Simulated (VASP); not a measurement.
# Te: cell size and functional

Which functional gives which lattice for Te? The starting structure is a measured crystal structure from the Crystallography Open Database.

Program: VASP 6.6.1. Level of theory: Kohn-Sham DFT with plane waves and PAW; PBEsol, r2SCAN, PBE and LDA. Results are calculated unless marked as measured.

## Step 1: Set-up

The structure is trigonal, space group P3_121 (No. 152). The conventional cell has a = 4.458 Å, b = 4.458 Å, c = 5.925 Å, α = 90.00°, β = 90.00°, γ = 120.00°. Nearest to Te lie 2 Te at 2.79 Å.

As a file:

```cif
data_structure
_symmetry_space_group_name_H-M 'P3_121'
_symmetry_Int_Tables_number 152
_cell_length_a 4.4580
_cell_length_b 4.4580
_cell_length_c 5.9250
_cell_angle_alpha 90.000
_cell_angle_beta 90.000
_cell_angle_gamma 120.000
_cell_volume 101.98
loop_
_atom_site_label
_atom_site_type_symbol
_atom_site_symmetry_multiplicity
_atom_site_Wyckoff_symbol
_atom_site_fract_x
_atom_site_fract_y
_atom_site_fract_z
_atom_site_occupancy
Te1 Te 3 a 0.25500 0.25500 0.00000 1
```

## Step 2: Relaxation with PBEsol

PBEsol restores the gradient expansion of exchange and is tuned for the cells of solids. This run starts from the cell of an earlier relaxation, which isn't shown; the restart sets up the plane waves anew.

File INCAR:

```
SYSTEM = Te
PREC = Accurate
ENCUT = 520
EDIFF = 1E-07
NELM = 100
ISMEAR = 0
SIGMA = 0.03
LREAL = .FALSE.
ALGO = Normal
GGA = PS
NBANDS = 15
LORBIT = 11
LWAVE = .FALSE.
LCHARG = .FALSE.
KPAR = 4
IBRION = 2
NSW = 50
ISIF = 3
EDIFFG = -0.005
LASPH = .TRUE.
```

File POSCAR:

```
Te
1.0
    4.3124772470      0.0000000000      0.0000000000
   -2.1562386235      3.7347148492      0.0000000000
    0.0000000000      0.0000000000      5.9608830854
Te
3
Direct
    0.2851590086      0.2851590086      0.0000000000
    0.0000000000      0.7148409914      0.6666666667
    0.7148409914      0.0000000000      0.3333333333
```

File KPOINTS:

```
Automatic mesh
0
Gamma
8 8 6
0 0 0
```

The projector-augmented-wave data sets are Te (PBE family, release 64).

Launch:

```sh
$ mpirun -np 4 vasp_std
```

The log of the run:

```text
[banner, memory and clock lines left out]
running    4 mpi-ranks, on    1 nodes
 distrk:  each k-point on    1 cores,    4 groups
 distr:  one band on    1 cores,    1 groups

 POSCAR found type information on POSCAR Te
 POSCAR found :  1 types and       3 ions
|                                                                             |
|               ----> ADVICE to this user running VASP <----                  |
|                                                                             |
|     You enforced a specific xc type in the INCAR file but a different       |
|     [... a line on the potential file left out ...]
|     I HOPE YOU KNOW WHAT YOU ARE DOING!                                     |
|                                                                             |

 LDA part: xc-table for (Slater+PW92), standard interpolation
 POSCAR, INCAR and KPOINTS ok, starting setup
 FFT: planning ... GRIDC
 FFT: planning ... GRID_SOFT
 FFT: planning ... GRID
 WAVECAR not read
 entering main loop
       N       E                     dE             d eps       ncg     rms          rms(c)
DAV:   1     0.721423416684E+02    0.72142E+02   -0.66211E+03  1500   0.970E+02
DAV:   2    -0.585128418822E+01   -0.77994E+02   -0.74388E+02  2000   0.142E+02
DAV:   3    -0.105233864859E+02   -0.46721E+01   -0.46458E+01  1801   0.393E+01
DAV:   4    -0.106022122091E+02   -0.78826E-01   -0.78802E-01  2174   0.596E+00
DAV:   5    -0.106033990050E+02   -0.11868E-02   -0.11868E-02  1900   0.645E-01    0.136E+01
DAV:   6    -0.105867916601E+02    0.16607E-01   -0.11665E-02  1948   0.654E-01    0.845E+00
DAV:   7    -0.105811575833E+02    0.56341E-02   -0.24416E-02  1717   0.935E-01    0.242E-01
DAV:   8    -0.105807811671E+02    0.37642E-03   -0.41265E-03  1766   0.369E-01    0.116E-01
DAV:   9    -0.105807947034E+02   -0.13536E-04   -0.11071E-04  2100   0.725E-02    0.764E-02
DAV:  10    -0.105807953729E+02   -0.66949E-06   -0.11187E-05  1951   0.216E-02    0.867E-03
DAV:  11    -0.105807940102E+02    0.13626E-05   -0.34995E-06  1878   0.111E-02    0.326E-03
DAV:  12    -0.105807941139E+02   -0.10367E-06   -0.30815E-07  1948   0.335E-03    0.158E-03
DAV:  13    -0.105807941021E+02    0.11830E-07   -0.41707E-08  1289   0.133E-03
   1 F= -.10580794E+02 E0= -.10580794E+02  d E =-.105808E+02
 curvature:   0.00 expect dE= 0.000E+00 dE for cont linesearch  0.000E+00
 trial: gam= 0.00000 g(F)=  0.307E-05 g(S)=  0.697E-05 ort = 0.000E+00 (trialstep = 0.100E+01)
 search vector abs. value=  0.100E-04
 reached required accuracy - stopping structural energy minimisation
```

Elapsed: 10 s, on 4 MPI ranks of AMD EPYC 9R45, shared host; peak memory 0.87 GiB; 35 s of CPU time.

The logs omit lines about the potential files and the build; timing stands in the text.

Parts of OUTCAR (step 2):

```text
ion  position               nearest neighbor table
   1  0.285  0.285  0.000-   3 2.91   2 2.91   3 3.34   2 3.34   2 3.34   3 3.34
   2  0.000  0.715  0.667-   1 2.91   3 2.91   1 3.34   1 3.34   3 3.34   3 3.34
   3  0.715  0.000  0.333-   1 2.91   2 2.91   1 3.34   1 3.34   2 3.34   2 3.34

  LATTYP: Found a hexagonal cell.
 ALAT       =     4.3124772470
 C/A-ratio  =     1.3822410517

 Subroutine GETGRP returns: Found  6 space group operations
 (whereof  2 operations were pure point group operations)

The static configuration has the point symmetry C_2 .
 The point group associated with its full space group is D_3 .

 Found     50 irreducible k-points:

   k-points           NKPTS =     50   k-points in BZ     NKDIM =     50   number of bands    NBANDS=     15

   dimension x,y,z NGX =    32 NGY =   32 NGZ =   48
   dimension x,y,z NGXF=    64 NGYF=   64 NGZF=   96

   ENCUT  =  520.0 eV  38.22 Ry    6.18 a.u.   8.02  8.02 11.08*2*pi/ulx,y,z

   NELECT =      18.0000    total number of electrons

 k-points in reciprocal lattice and weights: Automatic mesh
   0.00000000  0.00000000  0.00000000       0.003
   0.12500000 -0.00000000  0.00000000       0.016
   0.25000000 -0.00000000  0.00000000       0.016
   0.37500000 -0.00000000  0.00000000       0.016
   0.50000000 -0.00000000  0.00000000       0.008
   0.12500000  0.12500000  0.00000000       0.016
   0.25000000  0.12500000  0.00000000       0.031
   0.37500000  0.12500000  0.00000000       0.031
   0.25000000  0.25000000  0.00000000       0.016
[...]
0.25000000  0.25000000  0.50000000       0.016
   0.37500000  0.25000000  0.50000000       0.016

 average (electrostatic) potential at core
       1 -88.2446       2 -88.2446       3 -88.2446

 E-fermi :   6.6585

 k-point     1 :       0.0000    0.0000    0.0000
  band No.  band energies     occupation
    ...
      5       3.9944      2.00000
      6       3.9944      2.00000
      7       4.7980      2.00000
      8       4.7980      2.00000
      9       5.4362      2.00000
     10       7.5812      0.00000
     11       7.5812      0.00000
     12       8.2658      0.00000
     13      11.3764      0.00000
     14      11.3764      0.00000
    ...

 k-point     2 :       0.1250   -0.0000    0.0000
  band No.  band energies     occupation
    ...
      5       3.3095      2.00000
      6       3.5914      2.00000
      7       5.2970      2.00000
      8       5.4843      2.00000
      9       6.0519      2.00000
     10       7.0967      0.00000
     11       7.4361      0.00000
     12       7.9953      0.00000
     13      10.9078      0.00000
     14      11.3620      0.00000
    ...

 k-point     3 :       0.2500   -0.0000    0.0000
  band No.  band energies     occupation
    ...
      5       2.5053      2.00000
      6       3.0531      2.00000
      7       4.9375      2.00000
      8       5.7299      2.00000
      9       5.8362      2.00000
     10       7.2120      0.00000
     11       7.5084      0.00000
     12       8.4143      0.00000
     13       9.9158      0.00000
     14      11.8673      0.00000
    ...

  Total        0.0143302      0.0143302      0.0047486     -0.0000000      0.0000000     -0.0000000
  in kB        0.2391495      0.2391495      0.0792466     -0.0000000      0.0000000     -0.0000000
  external PRESSURE =       0.1858485 kB  Pullay stress =       0.0000000 kB

  energy-cutoff  :      520.00
  volume of cell :       96.01
      direct lattice vectors                 reciprocal lattice vectors
     4.312477247  0.000000000  0.000000000     0.231885281  0.133879030  0.000000000
    -2.156238624  3.734714849  0.000000000     0.000000000  0.267758059  0.000000000
     0.000000000  0.000000000  5.960883085     0.000000000  0.000000000  0.167760378

 POSITION                                       TOTAL-FORCE (eV/Angst)
 -----------------------------------------------------------------------------------
      0.61487      1.06499      0.00000        -0.002303     -0.003989     -0.000000
     -1.54137      2.66973      3.97392        -0.002303      0.003989      0.000000
      3.08274      0.00000      1.98696         0.004606      0.000000      0.000000
 -----------------------------------------------------------------------------------
    total drift:                               -0.000000      0.000000      0.000000

  FREE ENERGIE OF THE ION-ELECTRON SYSTEM (eV)
  ---------------------------------------------------
  free  energy   TOTEN  =       -10.5807941021 eV

  energy  without entropy=      -10.5807941021  energy(sigma->0) =      -10.58079410

 reached required accuracy - stopping structural energy minimisation

 total charge
# of ion       s       p       d       tot
------------------------------------------
    1        1.439   1.797   0.047   3.283
    2        1.439   1.797   0.047   3.283
    3        1.439   1.797   0.047   3.283
--------------------------------------------------
tot          4.317   5.392   0.140   9.849

[... 3 further parts left out ...]
```

The PAW data sets were made with PBE, which is usual practice but a small mismatch for other functionals. The run keeps the 6 symmetry operations of its start, so it cannot find a distortion of lower symmetry.

With PBEsol the relaxed cell holds 32.002 Å³ an atom, -5.86 % against the measured cell, with a = 4.312 Å and c = 5.961 Å.

## Step 3: Relaxation with r2SCAN

r2SCAN adds the kinetic-energy density, costs more than a GGA and is run with LASPH. This run starts from the cell of an earlier relaxation, which isn't shown; the restart sets up the plane waves anew.

INCAR, as its differences from that of step 2:

```diff
@@ -9,3 +9,4 @@
 ALGO = Normal
-GGA = PS
+METAGGA = R2SCAN
+LASPH = .TRUE.
 NBANDS = 15
@@ -19,2 +20 @@
 EDIFFG = -0.005
-LASPH = .TRUE.
```

File POSCAR:

```
Te
1.0
    4.6008441311      0.0000000000      0.0000000000
   -2.3004220656      3.9844478964      0.0000000000
    0.0000000000      0.0000000000      5.9173375687
Te
3
Direct
    0.2553591241      0.2553591241      0.0000000000
    0.0000000000      0.7446408759      0.6666666667
    0.7446408759      0.0000000000      0.3333333333
```

KPOINTS is that of step 2.

Launch:

```sh
$ mpirun -np 4 vasp_std
```

The log of the run:

```text
[banner, memory and clock lines left out]
running    4 mpi-ranks, on    1 nodes
[...]
[... a notice as in an earlier step ...]

 LDA part: xc-table for (None), standard interpolation
 POSCAR, INCAR and KPOINTS ok, starting setup
[...]
entering main loop
       N       E                     dE             d eps       ncg     rms          rms(c)
DAV:   1     0.743076500214E+01    0.74308E+01   -0.66163E+03  1500   0.977E+02
DAV:   2    -0.741661823496E+02   -0.81597E+02   -0.77475E+02  1998   0.144E+02
DAV:   3    -0.792469159802E+02   -0.50807E+01   -0.50563E+01  1745   0.408E+01
DAV:   4    -0.793246360799E+02   -0.77720E-01   -0.77703E-01  2179   0.599E+00
[...]
DAV:  12    -0.762467282512E+02   -0.25602E-06   -0.54863E-06  1927   0.150E-02    0.531E-03
DAV:  13    -0.762467278548E+02    0.39646E-06   -0.40418E-07  2004   0.515E-03    0.218E-03
DAV:  14    -0.762467278358E+02    0.18910E-07   -0.24222E-08  1142   0.109E-03
   1 F= -.76246728E+02 E0= -.76246728E+02  d E =-.762467E+02
[...]
reached required accuracy - stopping structural energy minimisation
```

The job ended after 61 s (4 MPI ranks; peak memory 1.1 GiB).

OUTCAR, selected parts (step 3):

```text
  Total        0.0054267      0.0054267     -0.0120852     -0.0000000      0.0000000      0.0000000
  in kB        0.0801515      0.0801515     -0.1784969     -0.0000000      0.0000000      0.0000000
  external PRESSURE =      -0.0060646 kB  Pullay stress =       0.0000000 kB

 POSITION                                       TOTAL-FORCE (eV/Angst)
 -----------------------------------------------------------------------------------
      0.58743      1.01747      0.00000         0.000917      0.001588     -0.000000
     -1.71299      2.96698      3.94489         0.000917     -0.001588      0.000000
      3.42598      0.00000      1.97245        -0.001834      0.000000     -0.000000
 -----------------------------------------------------------------------------------
    total drift:                                0.000000      0.000001     -0.000000

  FREE ENERGIE OF THE ION-ELECTRON SYSTEM (eV)
  ---------------------------------------------------
  free  energy   TOTEN  =       -76.2467278358 eV

  energy  without entropy=      -76.2467278358  energy(sigma->0) =      -76.24672784

[... 2 parts as in an earlier step ...]

[... 2 further parts left out ...]
[key lines of the parts left out:]
E-fermi :   5.1344
```

With r2SCAN the relaxed cell holds 36.159 Å³ an atom, +6.37 % against the measured cell, with a = 4.601 Å and c = 5.917 Å. That is +12.99 % from PBEsol.

## Step 4: Relaxation with PBE

PBE, the usual starting point, adds the gradient of the density. This run starts from the cell of an earlier relaxation, which isn't shown; the restart sets up the plane waves anew.

INCAR, as its differences from that of step 3:

```diff
@@ -9,4 +9,3 @@
 ALGO = Normal
-METAGGA = R2SCAN
-LASPH = .TRUE.
+GGA = PE
 NBANDS = 15
@@ -20 +19,2 @@
 EDIFFG = -0.005
+LASPH = .TRUE.
```

File POSCAR:

```
Te
1.0
    4.5147866865      0.0000000000      0.0000000000
   -2.2573933432      3.9099199632      0.0000000000
    0.0000000000      0.0000000000      5.9570378743
Te
3
Direct
    0.2688657117      0.2688657117      0.0000000000
    0.0000000000      0.7311342883      0.6666666667
    0.7311342883      0.0000000000      0.3333333333
```

KPOINTS is that of step 3.

Launch:

```sh
$ mpirun -np 4 vasp_std
```

The log of the run:

```text
[banner, memory and clock lines left out]
running    4 mpi-ranks, on    1 nodes
[...]
LDA part: xc-table for (Slater+PW92), standard interpolation
 POSCAR, INCAR and KPOINTS ok, starting setup
[...]
entering main loop
       N       E                     dE             d eps       ncg     rms          rms(c)
DAV:   1     0.753645864828E+02    0.75365E+02   -0.65159E+03  1500   0.958E+02
DAV:   2    -0.436261140041E+01   -0.79727E+02   -0.75892E+02  1979   0.141E+02
DAV:   3    -0.935754952303E+01   -0.49949E+01   -0.49660E+01  1780   0.400E+01
DAV:   4    -0.944916299649E+01   -0.91613E-01   -0.91597E-01  2249   0.631E+00
[...]
DAV:  12    -0.943200613770E+01   -0.39187E-06   -0.10802E-06  2025   0.623E-03    0.215E-03
DAV:  13    -0.943200631042E+01   -0.17271E-06   -0.43296E-07  1857   0.397E-03    0.211E-03
DAV:  14    -0.943200635817E+01   -0.47754E-07   -0.19659E-08  1338   0.862E-04
   1 F= -.94320064E+01 E0= -.94320064E+01  d E =-.943201E+01
[...]
reached required accuracy - stopping structural energy minimisation
```

It took 15 s on 4 MPI ranks; peak memory 0.97 GiB.

From OUTCAR (step 4):

```text
  Total       -0.0021925     -0.0021925      0.0030635     -0.0000000     -0.0000000      0.0000000
  in kB       -0.0334058     -0.0334058      0.0466761     -0.0000000     -0.0000000      0.0000000
  external PRESSURE =      -0.0067118 kB  Pullay stress =       0.0000000 kB

 POSITION                                       TOTAL-FORCE (eV/Angst)
 -----------------------------------------------------------------------------------
      0.60694      1.05124      0.00000        -0.000079     -0.000137     -0.000000
     -1.65046      2.85868      3.97136        -0.000079      0.000137      0.000000
      3.30092      0.00000      1.98568         0.000159      0.000000      0.000000
 -----------------------------------------------------------------------------------
    total drift:                               -0.000000      0.000000     -0.000000

  FREE ENERGIE OF THE ION-ELECTRON SYSTEM (eV)
  ---------------------------------------------------
  free  energy   TOTEN  =        -9.4320063582 eV

  energy  without entropy=       -9.4320063582  energy(sigma->0) =       -9.43200636

[... 2 parts as in an earlier step ...]

[... 2 further parts left out ...]
[key lines of the parts left out:]
E-fermi :   5.6969
```

With PBE the relaxed cell holds 35.052 Å³ an atom, +3.12 % against the measured cell, with a = 4.515 Å and c = 5.957 Å. That is +9.53 % from PBEsol.

## Step 5: Relaxation with LDA

LDA, the lowest rung, knows the local density alone. This run starts from the cell of an earlier relaxation, which isn't shown; the restart sets up the plane waves anew.

INCAR, as its differences from that of step 4:

```diff
@@ -9,3 +9,3 @@
 ALGO = Normal
-GGA = PE
+GGA = CA
 NBANDS = 15
```

File POSCAR:

```
Te
1.0
    4.2769202730      0.0000000000      0.0000000000
   -2.1384601365      3.7039216064      0.0000000000
    0.0000000000      0.0000000000      5.9322218121
Te
3
Direct
    0.2874255319      0.2874255319      0.0000000000
    0.0000000000      0.7125744681      0.6666666667
    0.7125744681      0.0000000000      0.3333333333
```

KPOINTS is that of step 4.

Potentials, in the order of the species: Te (LDA family, release 64).

Launch:

```sh
$ mpirun -np 4 vasp_std
```

The log of the run:

```text
[banner, memory and clock lines left out]
running    4 mpi-ranks, on    1 nodes
[...]
LDA part: xc-table for (Slater(with rela. corr.)+CA(PZ))
 , standard interpolation
 POSCAR, INCAR and KPOINTS ok, starting setup
[...]
entering main loop
       N       E                     dE             d eps       ncg     rms          rms(c)
DAV:   1     0.733466934857E+02    0.73347E+02   -0.65652E+03  1500   0.967E+02
DAV:   2    -0.654933809923E+01   -0.79896E+02   -0.75900E+02  2048   0.141E+02
DAV:   3    -0.113616322892E+02   -0.48123E+01   -0.47898E+01  1808   0.400E+01
DAV:   4    -0.114448622770E+02   -0.83230E-01   -0.83216E-01  2213   0.617E+00
[...]
DAV:  10    -0.114122009047E+02    0.46417E-05   -0.12490E-05  1829   0.217E-02    0.800E-03
DAV:  11    -0.114122005635E+02    0.34122E-06   -0.18847E-06  1962   0.857E-03    0.319E-03
DAV:  12    -0.114122005655E+02   -0.20195E-08   -0.30458E-07  1689   0.312E-03
   1 F= -.11412201E+02 E0= -.11412201E+02  d E =-.114122E+02
[...]
reached required accuracy - stopping structural energy minimisation
```

It took 8.6 s on 4 MPI ranks; peak memory 0.73 GiB.

Parts of OUTCAR (step 5):

```text
  Total       -0.0016638     -0.0016638      0.0037547      0.0000000      0.0000000     -0.0000000
  in kB       -0.0283669     -0.0283669      0.0640142      0.0000000      0.0000000     -0.0000000
  external PRESSURE =       0.0024268 kB  Pullay stress =       0.0000000 kB

 POSITION                                       TOTAL-FORCE (eV/Angst)
 -----------------------------------------------------------------------------------
      0.61465      1.06460      0.00000        -0.000564     -0.000977      0.000000
     -1.52381      2.63932      3.95481        -0.000564      0.000977      0.000000
      3.04762      0.00000      1.97741         0.001128      0.000000      0.000000
 -----------------------------------------------------------------------------------
    total drift:                                0.000000      0.000000      0.000000

  FREE ENERGIE OF THE ION-ELECTRON SYSTEM (eV)
  ---------------------------------------------------
  free  energy   TOTEN  =       -11.4122005655 eV

  energy  without entropy=      -11.4122005655  energy(sigma->0) =      -11.41220057

[... 2 parts as in an earlier step ...]

[... 2 further parts left out ...]
[key lines of the parts left out:]
E-fermi :   6.9219
```

With LDA the relaxed cell holds 31.325 Å³ an atom, -7.85 % against the measured cell, with a = 4.277 Å and c = 5.932 Å. That is -2.12 % from PBEsol.

## Step 6: All runs side by side

```tsv
level	volume (Å³/atom)	against the measured cell (%)	a (Å)	c (Å)	pressure left (GPa)	core minutes
PBEsol	32.002	-5.86	4.3125	5.9609	0.02	9.19
r2SCAN	36.159	6.37	4.6008	5.9173	0.0	39.7
PBE	35.052	3.12	4.5148	5.957	0.0	9.27
LDA	31.325	-7.85	4.2769	5.9322	0.0	6.07
```

Core minutes are wall time times ranks, summed over the relaxations behind a row (those for a bulk modulus apart), on shared hosts.

## Step 7: What came out

```json
{
  "volume, PBEsol": "32.00 Å³/atom",
  "volume, r2SCAN": "36.16 Å³/atom",
  "volume, PBE": "35.05 Å³/atom",
  "volume, LDA": "31.32 Å³/atom"
}
```

Across 4 levels the volume of Te spans 15.4 %, from 31.32 Å³ an atom (LDA) to 36.16 Å³ (r2SCAN). Against the measured volume of the starting structure, PBE comes nearest (+3.1 %) and LDA lies farthest (-7.8 %). The measured cell holds zero-point expansion and, unless it was taken cold, thermal expansion, which the runs lack, so small differences decide nothing. All runs keep the symmetry of the start, so they can't find a distortion of lower symmetry. Further runs on this material are not shown.

[Lines on the potential files, build, host, timing and source positions are cut from VASP's logs without a mark.]

[Logs are printed without paths, hosts, clocks, repeated set-up lines and the standing remarks that a program may print on its own settings, such as how far it seeks lower states.]

[Hosts, paths, dates, database ids (printed as entryN), source tags and the programs' standing remarks are cut or masked in the printed files.]
